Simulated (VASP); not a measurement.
The cell holds one KI (rock salt) (100) slab, with vacuum along c, ions free to move until forces fall under 0.03 eV/Å, no reconstruction beyond this cell, dipole correction on. Ionisation potential and electron affinity count from the cell's own band edges, surface states included.

Data:

```
KI
1.0
    4.96350     0.00000     0.00000
    0.00000     4.96350     0.00000
    0.00000     0.00000    28.93167
K I
4 4
Direct
  0.00000   0.50000   0.31932
  0.50000   0.00000   0.43916
  0.00000   0.50000   0.56084
  0.50000   0.00000   0.68068
  0.00000   0.50000   0.43906
  0.50000   0.00000   0.31720
  0.00000   0.50000   0.68280
  0.50000   0.00000   0.56094
```

These are PBEsol GGA, VASP's PBE PAW potentials (set 64) (plane waves; VASP 6.6.1) values and carry that method's errors. Run with 400 eV cut-off, 4×4×1 Γ-centred mesh, Gaussian smearing of 0.050 eV, potentials K_sv I.

Slab and bulk use different k-meshes, so the surface energy is good to a few per cent at best. Unless said otherwise, spin-orbit coupling is left out, though it shifts the bands of the heavy elements here.

Predict its surface energy, ionisation potential, electron affinity, band gap (on the k-mesh).

```yaml
surface_energy: 0.10 J/m²
ionisation_potential: 5.68 eV
electron_affinity: 1.73 eV
band gap (on the k-mesh): 3.95 eV
```

The cell is a thin slab with vacuum, built from KI (rock salt): (100) face.
